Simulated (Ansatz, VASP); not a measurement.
# PtSe2 (Sudovikovite): VASP beside Ansatz, part 2 of 2

Wanted: the spread between two codes on one cell, functional and k mesh. The cell is taken from a series of runs on this material, whose earlier steps may have relaxed, scaled, displaced or heated it; both programs get it as it stands.

VASP 6.6.1 and Ansatz 0.2.0.

So far: Set-up; VASP: zone-centre phonons, PBEsol with D3(BJ).

## (3) Ansatz: zone-centre phonons, PBEsol with D3(BJ)

Level of this step: Ansatz beside VASP: Kohn-Sham DFT, plane waves, PBEsol with D3(BJ) (Ansatz).

Ansatz runs on its PAW soft_1 files.

The same cell, functional, mesh and smearing now go to Ansatz, which takes its cutoff from its data sets.

Contents of input.yaml:

```yaml
crystal:
  lattice:
    - [3.7030536585, 0.0, 0.0]
    - [-1.8515268293, 3.2069385399, 0.0]
    - [0.0, 0.0, 4.4374131165]
  atoms:
    - { symbol: Se, position: [0.3333333333, 0.6666666667, 0.2811667417] }
    - { symbol: Se, position: [0.6666666667, 0.3333333333, 0.7188332583] }
    - { symbol: Pt, position: [0.0, 0.0, 0.0] }
kpoints:
  mp_grid: { grid: [15, 15, 8] }
hamiltonian:
  xc: pbesol
  dispersion: d3bj
  pseudopotentials: { kind: paw, azcp: { folder: soft_1 }, xc_functional: pbe }
scf:
  occupations: { method: methfessel_paxton, width: 0.2 }
output:
  eigenvalues: true
phonons:
  method: dfpt
```

Command:

```
ansatz run input.yaml --threads 4 --pin off --max-ram 10240MiB --backend cpu --events-out ev --progress --plain --runs-dir out
```

Numbers of over 12 decimals in the logs are rounded to 6 here.

Output:

```text
Engine: ansatz 0.2.0, aarch64-unknown-linux-gnu
Pseudopotentials: kind: paw
Pseudopotential: Se, paw, valence charge 16, recommended cutoff 420 eV (normal), soft_1/Se.paw.azcp
Pseudopotential: Pt, paw, valence charge 18, recommended cutoff 420 eV (normal), soft_1/Pt.paw.azcp
Functional definition: PBEsol
  exchange = pbesol_x
  correlation = pbesol_c
Crystal: 3 atoms, lattice volume = 52.696 Å³
Basis set: ecut = 420 eV, 1035 PW (Γ), exchange–correlation on 50×50×60 points (8 copies of the dense FFT grid, shifted against one another)
Bands: 30, of which v1, the nominal top of the filled ones, is band 25 counted from 1 (24 counted from 0)
Symmetry: 12 space group operations
k-points: 488 of 1800 (irreducible under 2 space group operations, time reversal used)
Non-local potential: Se, projectors of the file, l = 0: 2, l = 1: 2, l = 2: 3, l = 3: 1
Non-local potential: Pt, projectors of the file, l = 0: 3, l = 1: 2, l = 2: 2, l = 3: 1
PAW form: soft (Blöchl's): semilocal exchange-correlation on the pseudo side does not see the compensation charge
PAW frozen core: Se, regenerated for the run's functional, and the local potential with it (the file was generated under x = pbe(κ = 0.804, μ = 0.219515), c = pbe(β = 0.066725))
PAW frozen core: Pt, regenerated for the run's functional, and the local potential with it (the file was generated under x = pbe(κ = 0.804, μ = 0.219515), c = pbe(β = 0.066725))
PAW one-centre angular grid: Se, 590 points (default); XC on 64 Gauss nodes
PAW one-centre angular grid: Pt, 590 points (default); XC on 64 Gauss nodes
Initial density: superposition of atomic densities (chi_scale 0.1, normalization cell, long waves kept (reshape's long-wave potential 0.00 eV rms))
Initial wavefunctions: pseudopotential atomic-orbital guess
Functional: x = pbesol(κ = 0.804, μ = 0.123457), c = pbesol(β = 0.046)
SCF iter   1: F=—  HF=-23236.540175 eV  |F-HF|=—  |Δ(HF+E_count)|=         —  Δρ=5.17e-2  dr2=6.94e-1  ethr=3.10e-3  ⟨swp⟩=5.0  Hψ=53204  notcnv=0
preconditioner: auto → Kerker (q_TF=auto, 2.705 Å⁻¹)  [metal: Δε(μ)=0.128 eV  Ē_g=10.624 eV  σ=0.200 eV  W_gap=0.46  n_scr=20 (ndim 8)  ℏωp=24.0 eV  f_vac=0.000  D(μ)=0.38/eV (n_scr^D=0)]
SCF iter   2: F=—  HF=-23236.397947 eV  |F-HF|=—  |Δ(HF+E_count)|=   1.42e-1  S|Δr|=    0.00e0  Δρ=2.62e-2  dr2=1.99e-1  ethr=1.39e-3  ⟨swp⟩=2.0  Hψ=20632  notcnv=0  defer=172
SCF iter   3: F=—  HF=-23236.349748 eV  |F-HF|=—  |Δ(HF+E_count)|=   4.82e-2  S|Δr|=    0.00e0  Δρ=8.00e-3  dr2=2.78e-2  ethr=3.99e-4  ⟨swp⟩=2.1  Hψ=17256  notcnv=0  defer=172
SCF iter   4: F=—  HF=-23236.343093 eV  |F-HF|=—  |Δ(HF+E_count)|=   6.65e-3  S|Δr|=    0.00e0  Δρ=1.28e-3  dr2=1.54e-3  ethr=5.57e-5  ⟨swp⟩=3.0  Hψ=26941  notcnv=0  defer=172
SCF iter   5: F=—  HF=-23236.342769 eV  |F-HF|=—  |Δ(HF+E_count)|=   3.25e-4  S|Δr|=    0.00e0  Δρ=6.99e-4  dr2=4.07e-4  ethr=3.08e-6  ⟨swp⟩=2.0  Hψ=24726  notcnv=0  defer=172
SCF iter   6: F=—  HF=-23236.342624 eV  |F-HF|=—  |Δ(HF+E_count)|=   1.45e-4  S|Δr|=    0.00e0  Δρ=2.40e-4  dr2=5.35e-5  ethr=8.14e-7  ⟨swp⟩=2.0  Hψ=24675  notcnv=0  defer=172
SCF iter   7: F=—  HF=-23236.342622 eV  |F-HF|=—  |Δ(HF+E_count)|=   1.57e-6  S|Δr|=    0.00e0  Δρ=4.05e-5  dr2=1.24e-6  ethr=1.07e-7  ⟨swp⟩=2.0  Hψ=20003  notcnv=0  defer=172
SCF iter   8: F=—  HF=-23236.342624 eV  |F-HF|=—  |Δ(HF+E_count)|=   1.56e-6  S|Δr|=    0.00e0  Δρ=1.73e-5  dr2=2.33e-7  ethr=2.49e-9  ⟨swp⟩=2.1  Hψ=22558  notcnv=0  defer=172
SCF iter   9: F=—  HF=-23236.342624 eV  |F-HF|=—  |Δ(HF+E_count)|=   1.04e-8  S|Δr|=    0.00e0  Δρ=5.55e-6  dr2=2.06e-8  ethr=4.66e-10  ⟨swp⟩=2.0  Hψ=19128  notcnv=0  defer=172
SCF iter  10: F=—  HF=-23236.342624 eV  |F-HF|=—  |Δ(HF+E_count)|=  8.37e-10  S|Δr|=    0.00e0  Δρ=2.26e-6  dr2=2.77e-9  ethr=4.13e-11  ⟨swp⟩=2.2  Hψ=24913  notcnv=0  defer=172
SCF iter  11: F=—  HF=-23236.342624 eV  |F-HF|=—  |Δ(HF+E_count)|=  1.16e-10  S|Δr|=    0.00e0  Δρ=1.04e-6  dr2=7.55e-10  ethr=5.54e-12  ⟨swp⟩=2.9  Hψ=26782  notcnv=0  defer=172
SCF iter  12: F=—  HF=-23236.342624 eV  |F-HF|=—  |Δ(HF+E_count)|=  9.46e-11  S|Δr|=    0.00e0  Δρ=3.48e-7  dr2=3.91e-11  ethr=1.51e-12  ⟨swp⟩=3.0  Hψ=26643  notcnv=0  defer=172
SCF iter  13: F=-23236.342624 eV  HF=-23236.342624 eV  |F-HF|=3.64e-12  |Δ(HF+E_count)|=  1.82e-11  S|Δr|=    0.00e0  Δρ=1.11e-7  dr2=5.65e-12  ethr=1.00e-12  ⟨swp⟩=6.8  Hψ=70954  notcnv=0
the search or the solves at the SCF's close seem to have found levels that the self-consistency loop had missed (the run counts 2). By its estimate they hold under 1e-12 electrons; where the run keeps them, the occupations were computed again with them
SCF 1 converged in 13 iterations: F = -23236.342624 eV  dr2 = 5.65e-12
  greatest PAW one-centre occupation: 1.000 electrons in one spin orbital (limit 2), on the Pt atom at site 2 (counted from 0), in its partial waves of l = 0
DFPT response loops at Γ: preconditioner auto → Kerker (q_TF=auto, 2.705 Å⁻¹) (partly filled bands, converged f_vac=0.003); β = 1.00, the filter's whole step (`scf.mixing.beta` (0.50) is not read by the response loops under this deck's `scf.mixing.preconditioner`; to damp them name `kerker` or `kerker_dos`, under which they read `scf.mixing.beta`, and type it under 1.00, their step now; both keys bind the ground state too); Broyden in place of MSR1
SCF converged after 13 iterations
Stability not checked: this state was not tested for a lower state beside it, because cold or Methfessel-Paxton smearing, or corrected tetrahedra, fill the levels in a way that the test cannot read (fill_not_monotonic; see scf.lower_state_search)
Free energy (F): -23236.342624 eV
Harris-Foulkes:  -23236.342624 eV  (|F-HF|=3.64e-12)
Internal energy: -23236.344849 eV  (E = F + TS)
E sigma→0 (E₀):  -23236.343180 eV
Entropy (-TS):   0.002225 eV (0.742 meV/atom)
Fermi energy:    15.595705 eV
--- Per-component energies (eV) ---
  E_band       = -854.100053
  E_kinetic    = 823.652154
  E_local      = -6325.601145  (includes V_loc(G=0)·N_el)
  E_nonlocal   = -497.126704
  E_hartree    = 3150.493077
  E_xc         = -403.169827
  E_vxc        = -455.624491  (∫ρ·V_xc dr)
  E_paw        = -13519.441042  (= ΣΔE_a)
  E_vpaw       = -700.386401  (= ΣTr[D̂ρ^β])
  E_aug_tail   = 0.000408  (compensation charges beyond the density's cutoff)
  E_ewald      = -6465.970585
  E_disp       = -1.485120  (pairwise vdW)
  E_core_change = 2.303935  (= ΣΔE_core)
  E_smearing   = 0.002225  (= −TS)
  E_closure    = 0.000000  (closes the sum)
  Σ components = -23236.342624   (vs F -23236.342624, Δ=0.00e0)
--- Band table (eV; the first three rows and the last of 488) ---
  k-point 0: bands = [... 21 lower, 13.0173, 14.5354, 14.5354, 16.2685, 16.2685, 16.6314, 18.4820, 20.2520, ... 1 higher]
  k-point 1: bands = [... 21 lower, 13.0106, 14.2904, 14.2904, 16.1756, 16.5991, 16.5991, 18.5904, 20.8032, ... 1 higher]
  k-point 2: bands = [... 21 lower, 12.9721, 13.8424, 13.8424, 15.1545, 17.2976, 17.2976, 19.2148, 21.7667, ... 1 higher]
  k-point 487: bands = [... 21 lower, 12.0764, 12.3126, 12.9480, 14.3029, 16.6112, 17.1623, 20.3601, 22.4113, ... 1 higher]
--- Phonons (Γ-DFPT): 4 representative perturbations + reference, on 488 of 1800 k-points (Σ response iterations 12) ---
  k mesh reduced under 2 symmetry operations, with k and −k counted as one. Each operation leaves every solved perturbation unchanged. A smaller set is not used because it would not reduce the number of displacements times k-points to solve
  ASR residual: 1.540e-4 → 0.000e0 eV/Å²; symmetrization residual: 9.673e-6 eV/Å²
  pairwise dispersion correction: d3bj (s6 = 1.0, s8 = 2.9491, a1 = 0.4466, a2_bohr = 6.1742), with the weights of each atom's references fixed at the reference crystal's, and the forces and stress that the weights' published response gives there kept as a pressure on the atom's counted neighbours (hamiltonian.dispersion)
  ASR residual per site (eV/Å²): 1.75e-5 1.75e-5 1.54e-4
  Γ frequencies (cm⁻¹): 0.00 0.00 0.00 176.55 176.55 230.20 234.07 236.69 236.69
  non-analytic LO–TO correction: not included (Born effective charges unavailable; polar crystals: no LO–TO splitting at Γ)
```

## (4) Comparison

Known differences besides the potentials themselves: the data sets hold 50 valence electrons in Ansatz (on its PAW soft_1 files) and 22 in VASP; the cutoff is 420 eV in Ansatz and 500 eV in VASP; Ansatz makes its cores anew for this functional, VASP keeps those of its PBE data sets; Ansatz takes the dispersion share of the force constants at frozen C6 weights, VASP differentiates the full forces; VASP uses finite displacements, Ansatz perturbation theory. Total energies have different zeros and are not compared.

Both answers:

```tsv
quantity	Ansatz	VASP	difference
optical mode 1 to 2 (cm⁻¹)	176.6	177.0	-0.26 %
optical mode 3 (cm⁻¹)	230.2	230.9	-0.30 %
optical mode 4 (cm⁻¹)	234.1	234.8	-0.32 %
optical mode 5 to 6 (cm⁻¹)	236.7	237.9	-0.51 %
```

Modes are paired by rising frequency, not by their patterns, so a pair may set unlike modes beside each other; they are those without the splitting of longitudinal modes.

## (5) Summary of results

```json
{
 "r.m.s. difference of the optical zone-centre modes, each program's sorted by frequency (zone-centre phonons, PBEsol with D3(BJ))": "0.85 cm⁻¹",
 "difference in optical mode 5 to 6 (zone-centre phonons, PBEsol with D3(BJ))": "-0.5 %"
}
```

What this shows: The r.m.s. difference of the optical zone-centre modes, each program's sorted by frequency is 0.85 cm⁻¹ (zone-centre phonons, PBEsol with D3(BJ)). The data sets hold unlike numbers of valence electrons (50 in Ansatz and 22 in VASP), so part of the differences comes from the potentials. Among the rows given in per cent, the largest difference of the zone-centre phonons, PBEsol with D3(BJ) pair is in optical mode 5 to 6, -0.5 %. How closely two codes agree says nothing of how well the functional describes the real material.

[Lines on the potential files, build, host, timing and source positions are cut from VASP's logs without a mark.]

[Logs are printed without paths, hosts, clocks, repeated set-up lines and the standing remarks that a program may print on its own settings, such as how far it seeks lower states.]

[Hosts, paths, dates, database ids (printed as entryN), source tags and the programs' standing remarks are cut or masked in the printed files.]
